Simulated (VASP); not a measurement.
Set up this calculation in VASP 6.6.1, as the native input.

```yaml
Task: single point
Functional: PBE
Potentials_or_basis: VASP PAW PBE potentials, release 64 (Mo_sv, Sb)
Cutoff: 520 eV
k_mesh: 10 × 10 × 10
Occupations: fermi-dirac, width 0.03 eV
Spin: no spin polarisation
Dipole_correction: no
Further_INCAR_settings: ALGO = Normal; EDIFF = 1e-07; NBANDS = 16
```

The structure of SbMo lies in POSCAR:

```
SbMo
1.0
    0.0000000000      2.7602407532      2.7602407532
    2.7602407532      0.0000000000      2.7602407532
    2.7602407532      2.7602407532      0.0000000000
Mo Sb
1 1
Direct
    0.0000000000      0.0000000000      0.0000000000
    0.5000000000      0.5000000000      0.5000000000
```

The cell comes from a database or a generator and needn't be the stable form of this composition.

One way to write it, as run:

INCAR

```
ALGO     = Normal         # electronic algorithm
EDIFF    = 1E-7           # SCF threshold, eV
ENCUT    = 520            # plane-wave cutoff, eV
GGA      = PE             # functional
ISIF     = 2              # what is computed and relaxed
ISMEAR   = -1             # smearing method
LASPH    = T              # aspherical terms in the spheres
LCHARG   = T              # write CHGCAR
LELF     = T              # ELF
LREAL    = F              # projectors in reciprocal space
LVHAR    = T            
LWAVE    = F              # write WAVECAR
NBANDS   = 16             # bands
NELM     = 80             # most SCF steps
PREC     = Accurate       # precision mode
SIGMA    = 0.03           # smearing width, eV
```

KPOINTS

```
k-points
0
Gamma
  10 10 10
```

Potentials or basis: VASP PAW PBE potentials, release 64 (Mo_sv, Sb).

The run is started by

```bash
$ cat potpaw_PBE.64/Mo_sv/POTCAR potpaw_PBE.64/Sb/POTCAR > POTCAR
$ mpirun -np 1 vasp_std > vasp.out
```

Results of the run:

| Quantity | Value |
| --- | --- |
| Pressure | -0.1 GPa |
| Band gap on the k mesh | none (metal or under the smearing width) |

Run time: 30 s on 1 thread of Intel(R) Xeon(R) 6975P-C (Granite Rapids) (shared host), peak memory 0.17 GiB.
